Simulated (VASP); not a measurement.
Energy against volume of ZrC (rock salt). All values below come from MS2 meta-GGA, VASP's PBE PAW potentials (set 64) (plane waves; VASP). Numerical set-up: 520 eV cut-off, 13×13×13 Γ-centred mesh, first-order Methfessel-Paxton smearing of 0.10 eV, potentials Zr_sv C.

```json
[
 {"V (Å³/atom)": "12.182", "E (eV/atom)": "-10.61771"},
 {"V (Å³/atom)": "12.570", "E (eV/atom)": "-10.64654"},
 {"V (Å³/atom)": "12.959", "E (eV/atom)": "-10.65566"},
 {"V (Å³/atom)": "13.348", "E (eV/atom)": "-10.64782"}
]
```

Problem. Fit these four points and predict the energy of the run at 13.737 Å³/atom.

Solution. A cubic in V^(−2/3), the third-order Birch-Murnaghan form, passes through the four points with V0 = 12.96 Å³/atom and B0 = 232 GPa, and gives -10.6255 eV/atom there. The run gave -10.6254 eV/atom, +0.1 meV/atom from the fit; all five points give B0 = 232 GPa.

The compound is ZrC in the rock salt structure. It was relaxed first.
